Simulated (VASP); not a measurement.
# Mg2ZnTeS2 (Imm2) in VASP: single point with r2SCAN

Aim: the single point of Mg2ZnTeS2 with r2SCAN.

Program: VASP 6.6.1. These are calculated values, not measurements. Logs are shortened: lines on timing, memory, paths and dates and some standing lists are left out, and cuts for length are marked.

## 1. The crystal as given

Symmetry: Imm2, No. 44, orthorhombic system. Conventional cell: a = 4.172 Å, b = 12.312 Å, c = 5.890 Å, α = 90.00°, β = 90.00°, γ = 90.00°. Mg (site symmetry m) is surrounded by 3 S at 2.47 to 2.49 Å and 1 Te at 2.81 Å. Around Zn (site symmetry mm2) lie 2 S at 2.38 Å and 2 Te at 2.64 Å. Te (site symmetry mm2) is surrounded by 2 Zn at 2.64 Å and 2 Mg at 2.81 Å. S (site symmetry m) has 1 Zn at 2.38 Å and 3 Mg at 2.47 to 2.49 Å as nearest neighbours.

The cell was built by a generator and needn't be a form met in nature.

## 2. Single point, r2SCAN

The input, INCAR:

```
  PREC = Accurate
  ENCUT = 520
  EDIFF = 1E-6
  ISMEAR = 0
  SIGMA = 0.03
  LREAL = F
  LASPH = T
  NELM = 150
  ALGO = Normal
  ISIF = 2
  LWAVE = F
  LCHARG = F
  METAGGA = R2SCAN
  LMIXTAU = T
  NBANDS = 26
  KPAR = 4
```

The input, KPOINTS:

```
regular mesh
0
Gamma
  8 8 8
```

The input, POSCAR:

```
Mg2ZnTeS2
1.0
   -2.0858300000      6.1558000000      2.9448600000
    2.0858300000     -6.1558000000      2.9448600000
    2.0858300000      6.1558000000     -2.9448600000
Mg Zn Te S
2 1 1 2
Direct
    0.3433450000      0.0245650000      0.3187810000
    0.7057840000      0.0245650000      0.6812190000
    0.9611100000      0.9611100000      0.0000000000
    0.2357170000      0.7357170000      0.5000000000
    0.9179780000      0.7521500000      0.1658290000
    0.5863210000      0.7521500000      0.8341710000
```

Potentials or basis: VASP PAW PBE potentials, release 64 (Mg, Zn, Te, S).

Launch:

```console
cat potpaw_PBE.64/Mg/POTCAR potpaw_PBE.64/Zn/POTCAR potpaw_PBE.64/Te/POTCAR potpaw_PBE.64/S/POTCAR > POTCAR
mpirun -np 4 vasp_std > vasp.out
```

OUTCAR:

```text
PREC = Accurate
   ENCUT = 520
   EDIFF = 1E-6
   ISMEAR = 0
   LREAL = F
   LASPH = T
   NELM = 150
   ISIF = 2
   METAGGA = R2SCAN

 ion  position               nearest neighbor table
   1  0.343  0.025  0.319-   5 2.47   6 2.49   6 2.49   4 2.81
   2  0.706  0.025  0.681-   6 2.47   5 2.49   5 2.49   4 2.81
   3  0.961  0.961  0.000-   5 2.38   6 2.38   4 2.64   4 2.64
   4  0.236  0.736  0.500-   3 2.64   3 2.64   2 2.81   1 2.81
   5  0.918  0.752  0.166-   3 2.38   1 2.47   2 2.49   2 2.49
   6  0.586  0.752  0.834-   3 2.38   2 2.47   1 2.49   1 2.49

  LATTYP: Found a body centered orthorhombic cell.
 ALAT       =     4.1716600000
 B/A-ratio  =     1.4118408499
 C/A-ratio  =     2.9512472253

  Lattice vectors:

 A1 = (  -2.0858300000,   6.1558000000,  -2.9448600000)
 A2 = (   2.0858300000,   6.1558000000,   2.9448600000)
 A3 = (   2.0858300000,  -6.1558000000,  -2.9448600000)

Analysis of symmetry for initial positions (statically):
=====================================================================
 Subroutine PRICEL returns:
 Original cell was already a primitive cell.

 Routine SETGRP: Setting up the symmetry group for a
 body centered orthorhombic supercell.

 Subroutine GETGRP returns: Found  4 space group operations
 (whereof  4 operations were pure point group operations)
 out of a pool of  8 trial point group operations.

The static configuration has the point symmetry C_2v.

Analysis of symmetry for dynamics (positions and initial velocities):
=====================================================================
 Subroutine PRICEL returns:
 Original cell was already a primitive cell.

 Routine SETGRP: Setting up the symmetry group for a
 body centered orthorhombic supercell.

 Subroutine GETGRP returns: Found  4 space group operations
 (whereof  4 operations were pure point group operations)
 out of a pool of  8 trial point group operations.

The dynamic configuration has the point symmetry C_2v.

 Subroutine INISYM returns: Found  4 space group operations
 (whereof  4 operations are pure point group operations),
 and found     1 'primitive' translations

----------------------------------------------------------------------------------------

                                     Primitive cell

  volume of cell :     151.2474

  direct lattice vectors                    reciprocal lattice vectors
    -2.085830000  6.155800000  2.944860000     0.000000000  0.081224211  0.169787358
     2.085830000 -6.155800000  2.944860000     0.239712728  0.000000000  0.169787358
     2.085830000  6.155800000 -2.944860000     0.239712728  0.081224211  0.000000000

  length of vectors
     7.135598142  7.135598142  7.135598142     0.188215620  0.293751492  0.253099910

  position of ions in fractional coordinates (direct lattice)
     0.343345000  0.024565000  0.318781000
     0.705784000  0.024565000  0.681219000
     0.961110000  0.961110000  0.000000000
     0.235717000  0.735717000  0.500000000
     0.917978000  0.752150000  0.165829000
     0.586321000  0.752150000  0.834171000

  ion indices of the primitive-cell ions
   primitive index   ion index
                 1           1
                 2           2
                 3           3
                 4           4
                 5           5
                 6           6

----------------------------------------------------------------------------------------

 KPOINTS: regular mesh

Automatic generation of k-mesh.
 Grid dimensions read from file:
 generate k-points for:    8    8    8

 Generating k-lattice:

  Cartesian coordinates                     Fractional coordinates (reciprocal lattice)
     0.000000000  0.010153026  0.021223420     0.125000000  0.000000000  0.000000000
     0.029964091  0.000000000  0.021223420     0.000000000  0.125000000 -0.000000000
     0.029964091  0.010153026  0.000000000     0.000000000 -0.000000000  0.125000000

  Length of vectors
     0.023526952  0.036718937  0.031637489

  Shift w.r.t. Gamma in fractional coordinates (k-lattice)
     0.000000000  0.000000000  0.000000000

 Subroutine IBZKPT returns following result:
 ===========================================

 Found     95 irreducible k-points:

 Following reciprocal coordinates:
            Coordinates               Weight
  0.000000  0.000000  0.000000      1.000000
  0.125000  0.000000 -0.000000      4.000000
  0.250000  0.000000 -0.000000      4.000000
  0.375000  0.000000 -0.000000      4.000000
  0.500000  0.000000 -0.000000      2.000000
  0.000000  0.125000  0.000000      4.000000
[... 16 lines left out ...]
  0.125000  0.375000 -0.000000      8.000000
  0.250000  0.375000 -0.000000      8.000000
 [... further k-points ...]
   k-points           NKPTS =     95   k-points in BZ     NKDIM =     95   number of bands    NBANDS=     26
   number of dos      NEDOS =    301   number of ions     NIONS =      6
   total plane-waves  NPLWV = 157464
   dimension x,y,z NGX =    54 NGY =   54 NGZ =   54
   dimension x,y,z NGXF=   108 NGYF=  108 NGZF=  108
   ions per type =               2   1   1   2
   NGX,Y,Z   is equivalent  to a cutoff of  12.58, 12.58, 12.58 a.u.
   NGXF,Y,Z  is equivalent  to a cutoff of  25.16, 25.16, 25.16 a.u.
 SYSTEM =  unknown system
   PREC   = accura    normal or accurate (medium, high low for compatibility)
   ISTART =      0    job   : 0-new  1-cont  2-samecut
   ICHARG =      2    charge: 1-file 2-atom 10-const
   ISPIN  =      1    spin polarized calculation?
   LNONCOLLINEAR =      F non collinear calculations
   LSORBIT =      F    spin-orbit coupling
   LASPH  =      T    aspherical Exc in radial PAW
   ENCUT  =  520.0 eV  38.22 Ry    6.18 a.u.  13.27 13.27 13.27*2*pi/ulx,y,z
   NELM   =    150;   NELMIN=  2; NELMDL= -5     # of ELM steps
   EDIFF  = 0.1E-05   stopping-criterion for ELM
   LREAL  =      F    real-space projection
   EDIFFG = 0.1E-04   stopping-criterion for IOM
   NSW    =      0    number of steps for IOM
   IBRION =     -1    ionic relax: 0-MD 1-quasi-New 2-CG
   NFREE  =      0    steps in history (QN), initial steepest desc. (CG)
   ISIF   =      2    stress and relaxation
   ISYM   =      2    0-nonsym 1-usesym 2-fastsym
   POTIM  = 0.5000    time-step for ionic-motion
   TEBEG  =    0.0;   TEEND  =   0.0 temperature during run
   PSTRESS=    0.0 pullay stress
   NELECT =      34.0000    total number of electrons
   NUPDOWN=      -1.0000    fix difference up-down
   EMIN   =  10.00;   EMAX   =-10.00  energy-range for DOS
   EFERMI =   0.00;   METHOD = LEGACY
   ISMEAR =     0;   SIGMA  =   0.03  broadening in eV -4-tet -1-fermi 0-gaus
   EFERMI_NEDOS =   21; number of points for ismear=-14 and -15
   IALGO  =     38    algorithm
   IMIX   =      4    mixing-type and parameters
     AMIX     =   0.40;   BMIX     =  1.00
     AMIX_MAG =   1.60;   BMIX_MAG =  1.00
  volume/ion in A,a.u.               =      25.21       170.11
  Fermi-wavevector in a.u.,A,eV,Ry     =   0.995417  1.881066 13.481405  0.990855
  Thomas-Fermi vector in A             =   2.127436
   LORBIT       =      0    0 simple, 1 ext, 2 COOP (PROOUT), +10 PAW based schemes
   METAGGA = R2SCAN    functional components
   LHFCALC =     F    Hartree Fock is set to
   AEXX    =    0.0000 exact exchange contribution
   IVDW    =     0    specifies the selected vdW correction
   LEPSILON=     F    determine dielectric tensor
   LRPA    =     F    only Hartree local field effects (RPA)
 non-spin polarized calculation
 Gauss-broadening in eV      SIGMA  =   0.03
  energy-cutoff  :      520.00
  volume of cell :      151.25
 maximum number of plane-waves:      4100
 NGX is ok and might be reduce to    54
   NGX = 27   NGY = 27   NGZ = 27

 number of electron      33.9999998 magnetization

 Free energy of the ion-electron system (eV)
  ---------------------------------------------------
  ext. energy  EPLUGINS =         0.00000000
  ---------------------------------------------------
  free energy    TOTEN  =       -65.97863981 eV

  energy without entropy =      -65.97863981  energy(sigma->0) =      -65.97863981

 E-fermi :   2.3769     XC(G=0):  -8.9593

 val. band max:        2.2149959576   @ k =   0.5000   0.5000   0.5000
 cond. band min:       4.6335484019   @ k =   0.0000   0.0000   0.0000
 fundamental gap:      2.4185524443
 Fermi energy:         2.3768802967

 k-point     1 :       0.0000    0.0000    0.0000
  band No.  band energies     occupation
      1     -10.8249      2.00000
      2     -10.2589      2.00000
      3      -8.3636      2.00000
      4      -4.3371      2.00000
      5      -4.2825      2.00000
      6      -4.2626      2.00000
[... 18 lines left out ...]
     25       9.4367      0.00000
     26       9.7733      0.00000

 k-point     2 :       0.1250    0.0000   -0.0000
  band No.  band energies     occupation
      1     -10.8007      2.00000
      2     -10.2770      2.00000
      3      -8.3800      2.00000
      4      -4.3379      2.00000
      5      -4.2885      2.00000
      6      -4.2672      2.00000
[... 18 lines left out ...]
     25       8.9745      0.00000
     26       9.9840      0.00000

 k-point     3 :       0.2500    0.0000   -0.0000
  band No.  band energies     occupation
      1     -10.7344      2.00000
      2     -10.3267      2.00000
      3      -8.4226      2.00000
      4      -4.3398      2.00000
      5      -4.3117      2.00000
      6      -4.2760      2.00000
[... 572 lines left out ...]
 k-point    23 :       0.1250    0.3750   -0.0000
  band No.  band energies     occupation
      1     -10.4257      2.00000
      2     -10.2898      2.00000
      3      -8.1201      2.00000
      4      -4.3039      2.00000
      5      -4.2820      2.00000
      6      -4.2259      2.00000
[... 18 lines left out ...]
     25       9.1576      0.00000
     26       9.4289      0.00000

 k-point    24 :       0.2500    0.3750   -0.0000
  band No.  band energies     occupation
      1     -10.4096      2.00000
      2     -10.3077      2.00000
      3      -8.1268      2.00000
      4      -4.3086      2.00000
      5      -4.2865      2.00000
      6      -4.2250      2.00000
[... 18 lines left out ...]
     25       9.1779      0.00000
     26       9.3834      0.00000

 [... further k-points ...]

------------------------ aborting loop because EDIFF is reached ----------------------------------------

  FORCE on cell =-STRESS in cart. coord.  units (eV):
  Direction    XX          YY          ZZ          XY          YZ          ZX
  --------------------------------------------------------------------------------------
  -------------------------------------------------------------------------------------
  Total       -1.2156524     -1.1911188     -1.2194191      0.0000000      0.0000000      0.0000000
  in kB      -12.8775117    -12.6176252    -12.9174118      0.0000000      0.0000000      0.0000000
  external PRESSURE =     -12.8041829 kB  Pullay stress =       0.0000000 kB

 VOLUME and BASIS-vectors are now :
 -----------------------------------------------------------------------------
  energy-cutoff  :      520.00
  volume of cell :      151.25
      direct lattice vectors                 reciprocal lattice vectors
    -2.085830000  6.155800000  2.944860000     0.000000000  0.081224211  0.169787358
     2.085830000 -6.155800000  2.944860000     0.239712728  0.000000000  0.169787358
     2.085830000  6.155800000 -2.944860000     0.239712728  0.081224211  0.000000000

 POSITION                                       TOTAL-FORCE (eV/Angst)
 -----------------------------------------------------------------------------------
      0.00000      3.92470      0.14468         0.000000      0.013014     -0.007086
      0.00000      8.38690      0.14468         0.000000     -0.013014     -0.007086
      0.00000      0.00000      5.66067         0.000000     -0.000000      0.015207
      2.08583      0.00000      1.38831        -0.000000      0.000000     -0.071864
      0.00000      2.04161      4.42995         0.000000     -0.039852      0.035414
      2.08583      4.11418      1.48509        -0.000000      0.039852      0.035414
 -----------------------------------------------------------------------------------
    total drift:                               -0.001154      0.003213      0.011103

  FREE ENERGIE OF THE ION-ELECTRON SYSTEM (eV)
  ---------------------------------------------------
  free  energy   TOTEN  =       -65.9786398122 eV

  energy  without entropy=      -65.9786398122  energy(sigma->0) =      -65.97863981
```

It took 10 min on 4 MPI ranks of Intel Xeon 6975P-C (Granite Rapids), shared host; peak memory 0.74 GiB.

Results:

```yaml
Free_energy: -65.9786 eV
Pressure: -1.3 GPa
Largest_force: 0.072 eV/Å
Band_gap_on_the_k_mesh: 2.42 eV, indirect (least direct gap 2.52 eV)
```

Forces in eV/Å, atoms in the order of the input:
```
Mg   0.000  0.013 -0.007
Mg   0.000 -0.013 -0.007
Zn   0.000  0.000  0.015
Te   0.000  0.000 -0.072
S    0.000 -0.040  0.035
S    0.000  0.040  0.035
```

Caveat: the PAW data sets were made with another functional, which shifts forces and pressure a little; spin-orbit coupling is left out, which moves the levels of the heavy elements. r2SCAN opens gaps a little over a GGA but as a rule still falls short of measured ones.
